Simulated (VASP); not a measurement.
All values below come from r2SCAN meta-GGA, VASP's PBE PAW potentials (set 64) (plane waves; VASP).

Input for VASP

File KPOINTS:
```
Automatic mesh
0
Gamma
6 6 4
0 0 0
```

**INCAR**
```
! general
SYSTEM   =  SnSe2
PREC     =  Accurate
ENCUT    =  480
LREAL    =  .FALSE.
LASPH    =  .TRUE.   ! aspherical one-centre terms

! electronic loop
EDIFF    =  1E-7
NELM     =  100
ALGO     =  Normal
LMAXMIX  =  4   ! l cut-off of mixed one-centre charges
LMIXTAU  =  .TRUE.

! smearing
ISMEAR   =  0
SIGMA    =  0.05   ! width (eV)

! functional
METAGGA  =  R2SCAN

! ions
IBRION   =  2   ! conjugate gradients
NSW      =  30
ISIF     =  2
EDIFFG   =  -0.01

! output
LWAVE    =  .FALSE.
LCHARG   =  .FALSE.
```

### POSCAR
```
SnSe2
1.0
  1.8819691285  -3.2596663611   0.0000000000
  1.8819691285   3.2596663611   0.0000000000
  0.0000000000   0.0000000000   6.3662122395
Sn Se
1 2
Cartesian
  0.0000000000   0.0000000000   0.0000000000
  1.8819691285   1.0865576268   1.5416689684
  1.8819691285  -1.0865576268   4.8245432711
```

POTCAR, in this order: Sn_d Se (PBE.64 set). Program: vasp_std.

Output

### OSZICAR
```
       N       E                     dE             d eps       ncg     rms          rms(c)
DAV:   1     0.147676908984E+03    0.14768E+03   -0.12138E+04   816   0.166E+03
DAV:   2    -0.382486105760E+02   -0.18593E+03   -0.18242E+03   891   0.374E+02
DAV:   3    -0.583772237472E+02   -0.20129E+02   -0.19312E+02  1046   0.120E+02
DAV:   4    -0.589547494901E+02   -0.57753E+00   -0.57690E+00   969   0.217E+01
DAV:   5    -0.589688135398E+02   -0.14064E-01   -0.14063E-01  1281   0.340E+00    0.623E+00
DAV:   6    -0.564299753581E+02    0.25388E+01   -0.16611E+00  1042   0.212E+01    0.420E+00
DAV:   7    -0.535668758680E+02    0.28631E+01   -0.86083E-01   934   0.644E+00    0.131E+00
DAV:   8    -0.544961516058E+02   -0.92928E+00   -0.70976E-01   856   0.680E+00    0.673E-01
DAV:   9    -0.544851837755E+02    0.10968E-01   -0.14126E-01   833   0.300E+00    0.381E-01
DAV:  10    -0.545225731012E+02   -0.37389E-01   -0.18492E-02   945   0.119E+00    0.263E-01
DAV:  11    -0.545559624082E+02   -0.33389E-01   -0.47409E-02   835   0.192E+00    0.116E-01
DAV:  12    -0.545569932698E+02   -0.10309E-02   -0.43575E-03   928   0.554E-01    0.116E-01
DAV:  13    -0.545577516399E+02   -0.75837E-03   -0.33429E-04   971   0.194E-01    0.814E-02
DAV:  14    -0.545587996367E+02   -0.10480E-02   -0.19091E-03   826   0.442E-01    0.246E-02
DAV:  15    -0.545591112555E+02   -0.31162E-03   -0.36075E-04   832   0.189E-01    0.264E-02
DAV:  16    -0.545590696885E+02    0.41567E-04   -0.88220E-05   935   0.846E-02    0.269E-02
DAV:  17    -0.545591051166E+02   -0.35428E-04   -0.15851E-05   886   0.389E-02    0.144E-02
DAV:  18    -0.545591109483E+02   -0.58317E-05   -0.39578E-05   907   0.660E-02    0.997E-03
DAV:  19    -0.545591161096E+02   -0.51613E-05   -0.40112E-06   868   0.221E-02    0.896E-03
DAV:  20    -0.545591168135E+02   -0.70392E-06   -0.38548E-06   847   0.190E-02    0.152E-03
DAV:  21    -0.545591170089E+02   -0.19533E-06   -0.32116E-07   883   0.379E-03    0.132E-03
DAV:  22    -0.545591164003E+02    0.60856E-06   -0.20427E-08   456   0.164E-03    0.103E-03
DAV:  23    -0.545591170424E+02   -0.64214E-06   -0.33061E-08   424   0.207E-03    0.301E-04
DAV:  24    -0.545591163061E+02    0.73631E-06   -0.94239E-09   423   0.126E-03    0.609E-05
DAV:  25    -0.545591164426E+02   -0.13642E-06   -0.15809E-09   422   0.522E-04    0.468E-05
DAV:  26    -0.545591164903E+02   -0.47784E-07   -0.36988E-10   422   0.273E-04
   1 F= -.54559116E+02 E0= -.54559116E+02  d E =-.545591E+02
       N       E                     dE             d eps       ncg     rms          rms(c)
DAV:   1    -0.545752068016E+02   -0.16090E-01   -0.16433E+00   817   0.604E+00    0.375E-01
DAV:   2    -0.545816527699E+02   -0.64460E-02   -0.71475E-02  1096   0.143E+00    0.163E-01
DAV:   3    -0.545847792132E+02   -0.31264E-02   -0.21344E-03   848   0.402E-01    0.117E-01
DAV:   4    -0.545848764310E+02   -0.97218E-04   -0.29372E-04   977   0.136E-01    0.560E-02
DAV:   5    -0.545849168847E+02   -0.40454E-04   -0.24791E-04   833   0.134E-01    0.657E-03
DAV:   6    -0.545849953769E+02   -0.78492E-04   -0.96089E-05   862   0.780E-02    0.876E-03
DAV:   7    -0.545850021601E+02   -0.67832E-05   -0.63505E-06   934   0.227E-02    0.467E-03
DAV:   8    -0.545849981321E+02    0.40280E-05   -0.47722E-06   857   0.213E-02    0.238E-03
DAV:   9    -0.545850028714E+02   -0.47393E-05   -0.16873E-06   829   0.125E-02    0.972E-04
DAV:  10    -0.545850032235E+02   -0.35210E-06   -0.46839E-07   966   0.535E-03    0.146E-03
DAV:  11    -0.545850032934E+02   -0.69909E-07   -0.23497E-08   438   0.148E-03
   2 F= -.54585003E+02 E0= -.54585003E+02  d E =-.258868E-01
       N       E                     dE             d eps       ncg     rms          rms(c)
DAV:   1    -0.545848927629E+02    0.11046E-03   -0.10343E+00   816   0.478E+00    0.293E-01
DAV:   2    -0.545892431318E+02   -0.43504E-02   -0.43953E-02  1083   0.111E+00    0.119E-01
DAV:   3    -0.545910416886E+02   -0.17986E-02   -0.13301E-03   865   0.310E-01    0.846E-02
DAV:   4    -0.545910826590E+02   -0.40970E-04   -0.17108E-04   967   0.102E-01    0.412E-02
DAV:   5    -0.545911002877E+02   -0.17629E-04   -0.14493E-04   828   0.102E-01    0.548E-03
DAV:   6    -0.545911463197E+02   -0.46032E-04   -0.62030E-05   883   0.624E-02    0.663E-03
DAV:   7    -0.545911521053E+02   -0.57856E-05   -0.42993E-06   874   0.187E-02    0.356E-03
DAV:   8    -0.545911492146E+02    0.28907E-05   -0.29593E-06   837   0.168E-02    0.193E-03
DAV:   9    -0.545911525756E+02   -0.33610E-05   -0.12459E-06   827   0.108E-02    0.965E-04
DAV:  10    -0.545911527323E+02   -0.15665E-06   -0.28648E-07   975   0.405E-03    0.129E-03
DAV:  11    -0.545911527812E+02   -0.48919E-07   -0.11572E-08   424   0.105E-03
   3 F= -.54591153E+02 E0= -.54591153E+02  d E =-.320363E-01
```

OUTCAR:
```
------------------------ aborting loop because EDIFF is reached ----------------------------------------
  FORCE on cell =-STRESS in cart. coord.  units (eV):
  Direction    XX          YY          ZZ          XY          YZ          ZX
  --------------------------------------------------------------------------------------
  Total        1.6194398      1.6194400      0.3994891     -0.0000000      0.0000000      0.0000000
  in kB       33.2183940     33.2183983      8.1944302     -0.0000000      0.0000000      0.0000000
  external PRESSURE =      24.8770741 kB  Pullay stress =       0.0000000 kB
  volume of cell :       78.11
      direct lattice vectors                 reciprocal lattice vectors
     1.881969128 -3.259666361  0.000000000     0.265679172 -0.153389932  0.000000000
     1.881969128  3.259666361  0.000000000     0.265679172  0.153389932  0.000000000
     0.000000000  0.000000000  6.366212240     0.000000000  0.000000000  0.157079275
 POSITION                                       TOTAL-FORCE (eV/Angst)
 -----------------------------------------------------------------------------------
      0.00000     -0.00000      0.00000        -0.000000      0.000000      0.000000
      1.88197      1.08656      1.59474        -0.000000      0.000000     -0.001305
      1.88197     -1.08656      4.77147         0.000000     -0.000000      0.001305
 -----------------------------------------------------------------------------------
    total drift:                                0.000000     -0.000000      0.000000
  FREE ENERGIE OF THE ION-ELECTRON SYSTEM (eV)
  ---------------------------------------------------
  free  energy   TOTEN  =       -54.5911527812 eV

  energy  without entropy=      -54.5911527812  energy(sigma->0) =      -54.59115278

 reached required accuracy - stopping structural energy minimisation
```
(Selected blocks of OUTCAR.)

CONTCAR:
```
SnSe2
   1.00000000000000
     1.8819691285000000   -3.2596663610999999    0.0000000000000000
     1.8819691285000000    3.2596663610999999    0.0000000000000000
     0.0000000000000000    0.0000000000000000    6.3662122395000003
  Sn              Se
     1     2
Direct
     0.0000000000000000    0.0000000000000000    0.0000000000000000
     0.3333330000000032    0.6666669999999968    0.2505008699089989
     0.6666669999999968    0.3333330000000032    0.7494991300910011
```

OUTCAR:
```
 val. band max:        3.7640422750   @ k =   0.1667  -0.0000   0.0000

 cond. band min:       4.7066751217   @ k =   0.5000   0.0000   0.5000


 Fermi energy:         4.0600345077

 k-point     1 :       0.0000    0.0000    0.0000
  band No.  band energies     occupation
      1     -18.1497      2.00000
      2     -18.1496      2.00000
      3     -18.0845      2.00000
      4     -18.0775      2.00000
      5     -18.0775      2.00000
      6     -10.6663      2.00000
      7      -8.9956      2.00000
      8      -2.5397      2.00000
      9       3.2659      2.00000
     10       3.2659      2.00000
     11       3.3817      2.00000
     12       3.5754      2.00000
     13       3.5754      2.00000
     14       5.4175      0.00000
     15       7.5390      0.00000
     16       8.9539      0.00000
     17       8.9539      0.00000

 k-point     2 :       0.1667   -0.0000    0.0000
  band No.  band energies     occupation
      1     -18.1646      2.00000
      2     -18.1393      2.00000
      3     -18.0856      2.00000
      4     -18.0754      2.00000
      5     -18.0748      2.00000
      6     -10.3741      2.00000
      7      -8.7958      2.00000
      8      -2.4660      2.00000
      9       1.2277      2.00000
     10       2.2906      2.00000
     11       2.4653      2.00000
     12       3.4564      2.00000
     13       3.7640      2.00000
     14       6.4625      0.00000
     15       8.0938      0.00000
     16       9.2358      0.00000
     17       9.4189      0.00000

 k-point     3 :       0.3333   -0.0000    0.0000
  band No.  band energies     occupation
      1     -18.1984      2.00000
      2     -18.1256      2.00000
      3     -18.0985      2.00000
      4     -18.0639      2.00000
      5     -18.0549      2.00000
      6      -9.5970      2.00000
      7      -8.4209      2.00000
      8      -2.8621      2.00000
      9      -0.3895      2.00000
     10       0.8242      2.00000
     11       1.6021      2.00000
...
```

Unless said otherwise, spin-orbit coupling is left out, though it shifts the bands of the heavy elements here.

The compound is SnSe2 in the 1T layered structure. This cell was strained or had an atom moved on purpose. Symmetry was kept, so distortions that lower it aren't found.
